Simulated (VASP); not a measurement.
Given:

```
CELL_PARAMETERS angstrom
      3.68646     0.00000     0.00000
     -1.84323     3.19257     0.00000
      0.00000     0.00000     6.42814
ATOMIC_POSITIONS crystal
  Zr 0.00000 0.00000 0.00000
  S  0.33333 0.66667 0.25000
  S  0.66667 0.33333 0.75000
```

Method: PBE GGA, VASP's PBE PAW potentials (set 64) (plane waves; VASP). Settings: PREC = Normal, EDIFF = 1E-5, 400 eV cut-off, 9×9×5 Γ-centred mesh, Gaussian smearing of 0.050 eV, potentials Zr_sv S.

Without a dispersion term in the relaxation, distances and binding between the weakly bound layers, chains or molecules are unreliable, and so is what depends on them.

Q: The ions are relaxed. Give the cell that the relaxation ends in.

A: 
```
CELL_PARAMETERS angstrom
      3.68646     0.00000     0.00000
     -1.84323     3.19257     0.00000
      0.00000     0.00000     6.42814
ATOMIC_POSITIONS crystal
  Zr 0.00000 0.00000 0.00000
  S  0.33333 0.66667 0.22528
  S  0.66667 0.33333 0.77472
```
Space group P-3m1 (164), at a tolerance of 0.03 Å.

Q: How much energy does the relaxation gain?

A: The energy (σ→0) changes by -87.7 meV/atom, in 3 ionic steps.

The compound is ZrS2 in the 1T layered structure. This run relaxes the ions in a fixed cell. Symmetry was kept, so distortions that lower it aren't found.
